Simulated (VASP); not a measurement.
# Ru20N in VASP: a series of runs, part 2 of 2

VASP 6.6.1. The steps go on from the part before.

### Step 4. Relaxation of the atoms, PBE

INCAR reads:

```
ALGO = Normal ; DIPOL = 0.5 0.5 0.511
EDIFF = 1E-6 ; EDIFFG = -0.005
ENCUT = 520 ; GGA = PE
IBRION = 2 ; IDIPOL = 3
ISIF = 2 ; ISMEAR = 1
LASPH = True ; LCHARG = False
LDIPOL = True ; LREAL = False
LWAVE = False ; NELM = 80
NSW = 40 ; PREC = Accurate
SIGMA = 0.15
```

KPOINTS reads:

```
k-points
0
Gamma
  6 6 1
```

POSCAR reads:

```
Ru20N
1.0
    5.4120000000      0.0000000000      0.0000000000
    2.7060000000      4.6869294900      0.0000000000
    0.0000000000      0.0000000000     22.5640000000
Ru N
20 1
Direct
    0.0000000000      0.0000000000      0.3102286800
    0.5000000000      0.0000000000      0.3102286800
    0.0000000000      0.5000000000      0.3102286800
    0.5000000000      0.5000000000      0.3102286800
    0.8333333300      0.3333333300      0.4051143400
    0.3333333300      0.3333333300      0.4051143400
    0.8333333300      0.8333333300      0.4051143400
    0.3333333300      0.8333333300      0.4051143400
    0.0000000000      0.0000000000      0.5000000000
    0.5000000000      0.0000000000      0.5000000000
    0.0000000000      0.5000000000      0.5000000000
    0.5000000000      0.5000000000      0.5000000000
    0.8333333300      0.3333333300      0.5948856600
    0.3333333300      0.3333333300      0.5948856600
    0.8333333300      0.8333333300      0.5948856600
    0.3333333300      0.8333333300      0.5948856600
    0.0000000000      0.0000000000      0.6897713200
    0.5000000000      0.0000000000      0.6897713200
    0.0000000000      0.5000000000      0.6897713200
    0.5000000000      0.5000000000      0.6897713200
    0.8333333300      0.3333333300      0.7363056200
```

Potentials or basis: VASP PAW PBE potentials, release 64 (Ru_pv, N).

Command:

```bash
cat potpaw_PBE.64/Ru_pv/POTCAR potpaw_PBE.64/N/POTCAR > POTCAR
mpirun -np 8 vasp_std > vasp.out
```

It took 17 min on 8 MPI ranks of AMD EPYC 9R45 (Zen 5), shared host; peak memory 0.27 GiB.

Results (log left out):

| Item | Value |
| --- | --- |
| Free energy | -185.6312 eV |
| Energy gained by relaxing | 18.9 meV/atom |
| Ionic steps | 14 |
| Largest force after relaxing | 0.005 eV/Å |
| Band gap on the k mesh | none (metal or under the smearing width) |

Forces on the atoms (eV/Å):
```
Ru   0.000 -0.003 -0.001
Ru   0.000  0.000 -0.002
Ru   0.003  0.002 -0.001
Ru  -0.003  0.002 -0.001
Ru   0.000  0.000 -0.002
Ru   0.000  0.000 -0.003
Ru   0.000  0.000 -0.003
Ru   0.000  0.000 -0.003
Ru   0.000  0.001  0.001
Ru   0.000  0.000 -0.002
Ru  -0.001 -0.001  0.001
Ru   0.001 -0.001  0.001
Ru   0.000  0.000  0.001
Ru   0.000 -0.001  0.001
Ru  -0.001  0.001  0.001
Ru   0.001  0.001  0.001
Ru   0.000  0.003  0.004
Ru   0.000  0.000  0.002
Ru  -0.003 -0.002  0.004
Ru   0.003 -0.002  0.004
N    0.000  0.000 -0.003
```

Step by step:
```tsv
step	energy change (eV)	largest force (eV/Å)	pressure (GPa)
1	0.0000	1.7574	-0.54
2	-0.2961	1.2593	-0.56
3	-0.3257	0.8140	-0.68
4	-0.3903	0.1575	-0.26
5	-0.3905	0.1499	-0.23
6	-0.3963	0.0477	-0.32
7	-0.3963	0.0537	-0.33
8	-0.3969	0.0324	-0.35
9	-0.3969	0.0416	-0.36
10	-0.3972	0.0214	-0.37
11	-0.3972	0.0349	-0.37
12	-0.3973	0.0127	-0.40
13	-0.3973	0.0101	-0.41
14	-0.3973	0.0048	-0.42
```

Final structure:
```
CELL_PARAMETERS angstrom
5.41200 0.00000 0.00000
2.70600 4.68693 0.00000
0.00000 0.00000 22.56400
ATOMIC_POSITIONS crystal
Ru 0.99799 0.00402 0.31159
Ru 0.50000 0.00000 0.31088
Ru 0.99799 0.49799 0.31159
Ru 0.50402 0.49799 0.31159
Ru 0.83333 0.33333 0.40251
Ru 0.33240 0.33521 0.40398
Ru 0.83521 0.83240 0.40398
Ru 0.33240 0.83240 0.40398
Ru 0.00051 0.99898 0.49970
Ru 0.50000 0.00000 0.49707
Ru 0.00051 0.50051 0.49970
Ru 0.49898 0.50051 0.49970
Ru 0.83333 0.33333 0.59372
Ru 0.33232 0.33536 0.59701
Ru 0.83536 0.83232 0.59701
Ru 0.33232 0.83232 0.59701
Ru 0.00743 0.98513 0.69057
Ru 0.50000 0.00000 0.68686
Ru 0.00743 0.50743 0.69057
Ru 0.48513 0.50743 0.69057
N 0.83333 0.33333 0.73675
```

Levels at points of the mesh, in eV from the Fermi level:
```
           k point  band 140  band 141  band 142  band 143  band 144  band 145  band 146  band 147
(0.00, 0.00, 0.00)      0.58      0.65      0.66      0.66      0.82      0.94      0.94      1.11
(0.50, 0.00, 0.00)     -0.61     -0.56     -0.45     -0.40     -0.28     -0.24     -0.15     -0.07
```

### Step 5. Vibrations by finite differences of the free atoms, PBE

INCAR reads:

```
ALGO = Normal ; DIPOL = 0.5 0.5 0.511
EDIFF = 1E-6 ; ENCUT = 520
GGA = PE ; IBRION = 5
IDIPOL = 3 ; ISIF = 2
ISMEAR = 1 ; ISYM = 0
LASPH = True ; LCHARG = False
LDIPOL = True ; LREAL = False
LWAVE = False ; NBANDS = 158
NELM = 80 ; NFREE = 2
NSW = 1 ; POTIM = 0.015
PREC = Accurate ; SIGMA = 0.15
```

KPOINTS is that of step 4.

POSCAR reads:

```
Ru20N                                   
1.0
    5.4120000000      0.0000000000      0.0000000000
    2.7060000000      4.6869294900      0.0000000000
    0.0000000000      0.0000000000     22.5640000000
  Ru              N             
    20     1
Selective dynamics
Direct
0.9979912579572997  0.0040174840854009  0.3115856338785357  F F F
0.5000000000000000  0.0000000000000000  0.3108830689393925  F F F
0.9979912579572997  0.4979912579572996  0.3115856338785357  F F F
0.5040174840854008  0.4979912579572996  0.3115856338785357  F F F
0.8333333300000021  0.3333333300000021  0.4025107050135928  F F F
0.3323961414434208  0.3352077071131648  0.4039788385777515  F F F
0.8352077071131647  0.8323961414434207  0.4039788385777515  F F F
0.3323961414434208  0.8323961414434207  0.4039788385777515  F F F
0.0005082922348398  0.9989834155303206  0.4996978294363854  F F F
0.5000000000000000  0.0000000000000000  0.4970703632584670  F F F
0.0005082922348398  0.5005082922348397  0.4996978294363854  F F F
0.4989834155303204  0.5005082922348397  0.4996978294363854  F F F
0.8333333300000021  0.3333333300000021  0.5937218266002152  F F F
0.3323184891863964  0.3353630116272136  0.5970086259799268  F F F
0.8353630116272135  0.8323184891863964  0.5970086259799268  F F F
0.3323184891863964  0.8323184891863964  0.5970086259799268  F F F
0.0074336825425029  0.9851326349149943  0.6905657759608467  F F F
0.5000000000000000  0.0000000000000000  0.6868625012532131  F F F
0.0074336825425029  0.5074336825425030  0.6905657759608467  F F F
0.4851326349149942  0.5074336825425030  0.6905657759608467  F F F
0.8333333300000021  0.3333333300000021  0.7367470434347845  T T T
```

Potentials or basis: VASP PAW PBE potentials, release 64 (Ru_pv, N).

Command:

```bash
cat potpaw_PBE.64/Ru_pv/POTCAR potpaw_PBE.64/N/POTCAR > POTCAR
mpirun -np 8 vasp_std > vasp.out
```

OUTCAR:

```text
EDIFF = 1E-6
   ENCUT = 520
   GGA = PE
   IBRION = 5
   ISIF = 2
   ISMEAR = 1
   ISYM = 0
   LASPH = True
   LREAL = False
   NELM = 80
   NFREE = 2
   NSW = 1
   POTIM = 0.015
   PREC = Accurate

 ion  position               nearest neighbor table
   1  0.998  0.004  0.312-   5 2.57   8 2.61   7 2.61   4 2.67   3 2.67   2 2.71   2 2.71   4 2.74
                             3 2.74
   2  0.500  0.000  0.311-   7 2.62   6 2.62   8 2.62   1 2.71   1 2.71   3 2.71   4 2.71   4 2.71
                             3 2.71
   3  0.998  0.498  0.312-   5 2.57   6 2.61   7 2.61   4 2.67   1 2.67   2 2.71   2 2.71   4 2.74
                             1 2.74
   4  0.504  0.498  0.312-   5 2.57   8 2.61   6 2.61   3 2.67   1 2.67   2 2.71   2 2.71   3 2.74
                             1 2.74
   5  0.833  0.333  0.403-   4 2.57   1 2.57   3 2.57  12 2.70   9 2.70  11 2.70   6 2.71   6 2.71
                             7 2.71   8 2.71   8 2.71   7 2.71
   6  0.332  0.335  0.404-   3 2.61   4 2.61  10 2.62   2 2.62  11 2.66  12 2.66   8 2.69   7 2.69
                             5 2.71   5 2.71   7 2.72   8 2.72
   7  0.835  0.832  0.404-   3 2.61   1 2.61  10 2.62   2 2.62  11 2.66   9 2.66   8 2.69   6 2.69
                             5 2.71   5 2.71   8 2.72   6 2.72
   8  0.332  0.832  0.404-   1 2.61   4 2.61  10 2.62   2 2.62   9 2.66  12 2.66   7 2.69   6 2.69
                             5 2.71   5 2.71   7 2.72   6 2.72
   9  0.001  0.999  0.500-  13 2.64   8 2.66   7 2.66  16 2.69  15 2.69   5 2.70  12 2.70  11 2.70
[... 8 lines left out ...]
                            16 2.71  20 2.73  17 2.73  19 2.73
  14  0.332  0.335  0.597-  18 2.57  19 2.60  20 2.60  16 2.69  15 2.69  11 2.69  12 2.69  13 2.71
                            13 2.71  15 2.72  16 2.72  10 2.75
  15  0.835  0.832  0.597-  18 2.57  19 2.60  17 2.60  16 2.69  14 2.69  11 2.69   9 2.69  13 2.71
                            13 2.71  16 2.72  14 2.72  10 2.75
  16  0.332  0.832  0.597-  18 2.57  17 2.60  20 2.60  15 2.69  14 2.69   9 2.69  12 2.69  13 2.71
                            13 2.71  15 2.72  14 2.72  10 2.75
  17  0.007  0.985  0.691-  21 1.94  20 2.59  19 2.59  16 2.60  15 2.60  18 2.71  18 2.71  13 2.73
                            20 2.83  19 2.83
  18  0.500  0.000  0.687-  15 2.57  14 2.57  16 2.57  17 2.71  17 2.71  20 2.71  19 2.71  19 2.71
                            20 2.71
  19  0.007  0.507  0.691-  21 1.94  20 2.59  17 2.59  14 2.60  15 2.60  18 2.71  18 2.71  13 2.73
                            20 2.83  17 2.83
  20  0.485  0.507  0.691-  21 1.94  19 2.59  17 2.59  16 2.60  14 2.60  18 2.71  18 2.71  13 2.73
                            19 2.83  17 2.83
  21  0.833  0.333  0.737-  20 1.94  17 1.94  19 1.94

IMPORTANT INFORMATION: All symmetrisations will be switched off!
NOSYMM: (Re-)initialisation of all symmetry stuff for point group C_1.

----------------------------------------------------------------------------------------

                                     Primitive cell

  volume of cell :     572.3508

  direct lattice vectors                    reciprocal lattice vectors
     5.412000000  0.000000000  0.000000000     0.184774575 -0.106679651  0.000000000
     2.706000000  4.686929490  0.000000000     0.000000000  0.213359301  0.000000000
     0.000000000  0.000000000 22.564000000     0.000000000  0.000000000  0.044318383

  length of vectors
     5.412000000  5.412000004 22.564000000     0.213359301  0.213359301  0.044318383

  position of ions in fractional coordinates (direct lattice)
     0.997991258  0.004017484  0.311585634
     0.500000000  0.000000000  0.310883069
     0.997991258  0.497991258  0.311585634
     0.504017484  0.497991258  0.311585634
     0.833333330  0.333333330  0.402510705
     0.332396141  0.335207707  0.403978839
[... 13 lines left out ...]
     0.485132635  0.507433683  0.690565776
     0.833333330  0.333333330  0.736747043

[... 111 lines left out ...]
  volume/ion in A,a.u.               =      27.25       183.92
  Fermi-wavevector in a.u.,A,eV,Ry     =   1.297585  2.452079 22.908480  1.683726
  Thomas-Fermi vector in A             =   2.428968
   LORBIT       =      0    0 simple, 1 ext, 2 COOP (PROOUT), +10 PAW based schemes
   GGA     = PE    functional components
   LHFCALC =     F    Hartree Fock is set to
   AEXX    =    0.0000 exact exchange contribution
   IVDW    =     0    specifies the selected vdW correction
   LEPSILON=     F    determine dielectric tensor
   LRPA    =     F    only Hartree local field effects (RPA)
 finite differences
 non-spin polarized calculation
 Methfessel and Paxton  Order N= 1 SIGMA  =   0.15
  energy-cutoff  :      520.00
  volume of cell :      572.35
 maximum number of plane-waves:     15468
   NGX = 21   NGY = 21   NGZ = 83

 dipolmoment           0.000000      0.000000     -0.048140 electrons x Angstroem

--------------------------------------- Ionic step        1  -------------------------------------------

 number of electron     284.9999996 magnetization

 Free energy of the ion-electron system (eV)
  ---------------------------------------------------
  ext. energy  EPLUGINS =         0.00000000
  ---------------------------------------------------
  free energy    TOTEN  =      -185.63117642 eV

  energy without entropy =     -185.63052860  energy(sigma->0) =     -185.63096048

------------------------ aborting loop because EDIFF is reached ----------------------------------------

 vacuum level on the upper side and lower side of the slab       (xc-potential included)        -0.068        -0.336

  FORCE on cell =-STRESS in cart. coord.  units (eV):
  Direction    XX          YY          ZZ          XY          YZ          ZX
  --------------------------------------------------------------------------------------
  -------------------------------------------------------------------------------------
  Total       -2.1427298     -2.1426823     -0.1998734      0.0000389     -0.0000204     -0.0000639
  in kB       -5.9981276     -5.9979945     -0.5595041      0.0001090     -0.0000571     -0.0001788
  external PRESSURE =      -4.1852087 kB  Pullay stress =       0.0000000 kB
[... 317 lines left out ...]
--------------------------------------- Ionic step        7  -------------------------------------------

 number of electron     284.9999996 magnetization

 dipolmoment           0.000000      0.000000      0.035741 electrons x Angstroem

 Free energy of the ion-electron system (eV)
  ---------------------------------------------------
  ext. energy  EPLUGINS =         0.00000000
  ---------------------------------------------------
  free energy    TOTEN  =      -185.62953051 eV

  energy without entropy =     -185.62949292  energy(sigma->0) =     -185.62951798

 E-fermi :   3.6113     XC(G=0):  -7.6816

 val. band max:        3.6112120184   @ k =  -0.3333   0.3333   0.0000
 cond. band min:       3.6150891080   @ k =   0.1667   0.3333   0.0000
 fundamental gap:      0.0038770896
 Fermi energy:         3.6112654845

 k-point     1 :       0.0000    0.0000    0.0000
  band No.  band energies     occupation
      1     -40.2468      2.00000
      2     -40.0731      2.00000
      3     -40.0731      2.00000
      4     -40.0655      2.00000
      5     -40.0506      2.00000
      6     -40.0111      2.00000
[... 3129 lines left out ...]
    153       4.2434     -0.00000
    154       4.3480     -0.00000
 [bands above 154 left out]

------------------------ aborting loop because EDIFF is reached ----------------------------------------

 vacuum level on the upper side and lower side of the slab       (xc-potential included)         0.023        -0.131

  FORCE on cell =-STRESS in cart. coord.  units (eV):
  Direction    XX          YY          ZZ          XY          YZ          ZX
  --------------------------------------------------------------------------------------
  -------------------------------------------------------------------------------------
  Total       -1.8088100     -1.8088312      0.0873907      0.0000244      0.0000035      0.0000017
  in kB       -5.0633882     -5.0634476      0.2446320      0.0000682      0.0000099      0.0000047
  external PRESSURE =      -3.2940679 kB  Pullay stress =       0.0000000 kB
[... 36 lines left out ...]
  FREE ENERGIE OF THE ION-ELECTRON SYSTEM (eV)
  ---------------------------------------------------
  free  energy   TOTEN  =      -185.6295305085 eV

  energy  without entropy=     -185.6294929214  energy(sigma->0) =     -185.62951798

 SECOND DERIVATIVES (NOT SYMMETRIZED)
 ------------------------------------
              21X         21Y         21Z
 21X   -10.007571    0.000625   -0.021619
 21Y     0.005323  -10.004821   -0.047807
 21Z     0.000021    0.010900  -14.954376

 Eigenvectors and eigenvalues of the dynamical matrix
 ----------------------------------------------------

   1 f  =   16.156850 THz   101.516481 2PiTHz  538.934498 cm-1    66.819332 meV
             X         Y         Z           dx          dy          dz
      5.412000  0.018830  7.030618            0           0           0
      2.706000  0.000000  7.014766            0           0           0
      6.748693  2.334050  7.030618            0           0           0
      4.075307  2.334050  7.030618            0           0           0
      5.412000  1.562310  9.082252            0           0           0
      2.706000  1.571095  9.115379            0           0           0
[... 61 lines left out ...]
      3.998653  2.378306 15.581926            0           0           0
      5.412000  1.562310 16.623960     0.538203    0.842804   -0.004315

 vacuum level on the upper side and lower side of the slab         8.764         8.648
```

Run time: 30 min. Hardware: 8 MPI ranks of AMD EPYC 9R45 (Zen 5), shared host; peak memory 0.36 GiB.

### Step 6. Relaxation of the atoms, RPBE

INCAR reads:

```
PREC = Accurate
ENCUT = 520
EDIFF = 1E-6
ISMEAR = 1
SIGMA = 0.15
LREAL = False
LASPH = True
NELM = 80
ALGO = Normal
ISIF = 2
LWAVE = False
LCHARG = False
LDIPOL = True
IDIPOL = 3
DIPOL = 0.5 0.5 0.511
GGA = RP
IBRION = 2
NSW = 40
EDIFFG = -0.01
```

KPOINTS reads:

```
regular mesh
0
Gamma
  6 6 1
```

POSCAR reads:

```
Ru20N
1.0
    5.4120000000      0.0000000000      0.0000000000
    2.7060000000      4.6869294900      0.0000000000
    0.0000000000      0.0000000000     22.5640000000
Ru N
20 1
Direct
    0.0000000000      0.0000000000      0.3102286800
    0.5000000000      0.0000000000      0.3102286800
    0.0000000000      0.5000000000      0.3102286800
    0.5000000000      0.5000000000      0.3102286800
    0.8333333300      0.3333333300      0.4051143400
    0.3333333300      0.3333333300      0.4051143400
    0.8333333300      0.8333333300      0.4051143400
    0.3333333300      0.8333333300      0.4051143400
    0.0000000000      0.0000000000      0.5000000000
    0.5000000000      0.0000000000      0.5000000000
    0.0000000000      0.5000000000      0.5000000000
    0.5000000000      0.5000000000      0.5000000000
    0.8333333300      0.3333333300      0.5948856600
    0.3333333300      0.3333333300      0.5948856600
    0.8333333300      0.8333333300      0.5948856600
    0.3333333300      0.8333333300      0.5948856600
    0.0000000000      0.0000000000      0.6897713200
    0.5000000000      0.0000000000      0.6897713200
    0.0000000000      0.5000000000      0.6897713200
    0.5000000000      0.5000000000      0.6897713200
    0.8333333300      0.3333333300      0.7363056200
```

Potentials or basis: VASP PAW PBE potentials, release 64 (Ru_pv, N).

Command:

```bash
cat potpaw_PBE.64/Ru_pv/POTCAR potpaw_PBE.64/N/POTCAR > POTCAR
mpirun -np 8 vasp_std > vasp.out
```

Wall time 24 min (8 MPI ranks of AMD EPYC 9R45 (Zen 5), shared host); peak memory 0.26 GiB.

Results (log left out):

```
Free energy                  : -172.9011 eV
Energy gained by relaxing    : 19.5 meV/atom
Ionic steps                  : 15
Largest force after relaxing : 0.007 eV/Å
Band gap on the k mesh       : none (metal or under the smearing width)
```

Forces on the atoms (eV/Å):
```
Ru   0.000 -0.007 -0.003
Ru   0.000  0.000  0.000
Ru   0.006  0.003 -0.003
Ru  -0.006  0.003 -0.003
Ru   0.000  0.000  0.000
Ru   0.000  0.003 -0.002
Ru   0.003 -0.002 -0.002
Ru  -0.003 -0.002 -0.002
Ru   0.000  0.002  0.001
Ru   0.000  0.000  0.000
Ru  -0.002 -0.001  0.001
Ru   0.002 -0.001  0.001
Ru   0.000  0.000  0.003
Ru   0.000 -0.005  0.002
Ru  -0.004  0.003  0.002
Ru   0.004  0.003  0.002
Ru   0.000  0.002  0.001
Ru   0.000  0.000  0.002
Ru  -0.002 -0.001  0.001
Ru   0.002 -0.001  0.001
N    0.000  0.000 -0.001
```

Step by step:
| step | energy change (eV) | largest force (eV/Å) | pressure (GPa) |
| --- | --- | --- | --- |
| 1 | 0.0000 | 1.8193 | 1.60 |
| 2 | -0.2774 | 1.2341 | 1.29 |
| 3 | -0.3172 | 0.6146 | 1.23 |
| 4 | -0.3864 | 0.2481 | 1.44 |
| 5 | -0.3883 | 0.1963 | 1.49 |
| 6 | -0.3988 | 0.1689 | 1.27 |
| 7 | -0.3997 | 0.2189 | 1.18 |
| 8 | -0.4046 | 0.0810 | 1.00 |
| 9 | -0.4060 | 0.1746 | 0.82 |
| 10 | -0.4086 | 0.0642 | 0.71 |
| 11 | -0.4087 | 0.0695 | 0.69 |
| 12 | -0.4090 | 0.0181 | 0.68 |
| 13 | -0.4090 | 0.0174 | 0.68 |
| 14 | -0.4090 | 0.0163 | 0.68 |
| 15 | -0.4091 | 0.0074 | 0.67 |

Final structure:
```
CELL_PARAMETERS angstrom
5.41200 0.00000 0.00000
2.70600 4.68693 0.00000
0.00000 0.00000 22.56400
ATOMIC_POSITIONS crystal
Ru 0.99778 0.00444 0.31011
Ru 0.50000 0.00000 0.30930
Ru 0.99778 0.49778 0.31011
Ru 0.50444 0.49778 0.31011
Ru 0.83333 0.33333 0.40153
Ru 0.33249 0.33501 0.40322
Ru 0.83501 0.83249 0.40322
Ru 0.33249 0.83249 0.40322
Ru 0.00047 0.99906 0.49954
Ru 0.50000 0.00000 0.49688
Ru 0.00047 0.50047 0.49954
Ru 0.49906 0.50047 0.49954
Ru 0.83333 0.33333 0.59410
Ru 0.33220 0.33561 0.59768
Ru 0.83561 0.83220 0.59768
Ru 0.33220 0.83220 0.59768
Ru 0.00725 0.98550 0.69195
Ru 0.50000 0.00000 0.68798
Ru 0.00725 0.50725 0.69195
Ru 0.48550 0.50725 0.69195
N 0.83333 0.33333 0.73904
```

Levels at points of the mesh, in eV from the Fermi level:
| k point | band 141 | band 142 | band 143 | band 144 | band 145 | band 146 |
| --- | --- | --- | --- | --- | --- | --- |
| (0.00, 0.00, 0.00) | 0.64 | 0.66 | 0.66 | 0.80 | 0.93 | 0.93 |
| (0.50, 0.00, 0.00) | -0.54 | -0.43 | -0.41 | -0.28 | -0.25 | -0.16 |

Caveat: the PAW data sets were made with another functional, which shifts forces and pressure a little.

### Step 7. Overview

```tsv
task	level	potentials or basis	cell	gap on the mesh (eV)	largest force (eV/Å)
relaxation of the atoms	LDA	VASP PAW LDA potentials, release 64 (Ru_pv, N)	atoms relaxed	none	0.02
vibrations by finite differences of the free atoms	LDA	VASP PAW LDA potentials, release 64 (Ru_pv, N)	as given	-	-
relaxation of the atoms	PBE	VASP PAW PBE potentials, release 64 (Ru_pv, N)	atoms relaxed	none	-
vibrations by finite differences of the free atoms	PBE	VASP PAW PBE potentials, release 64 (Ru_pv, N)	as given	-	-
relaxation of the atoms	RPBE	VASP PAW PBE potentials, release 64 (Ru_pv, N)	atoms relaxed	none	0.01
```

Alike in all rows: no spin polarisation; k mesh 6 × 6 × 1; cutoff (eV) 520; smearing methfessel-paxton 0.15 eV.

Caveats: the PAW data sets were made with another functional, which shifts forces and pressure a little (some runs).

Absolute energies hang on the potentials; compare differences alone.
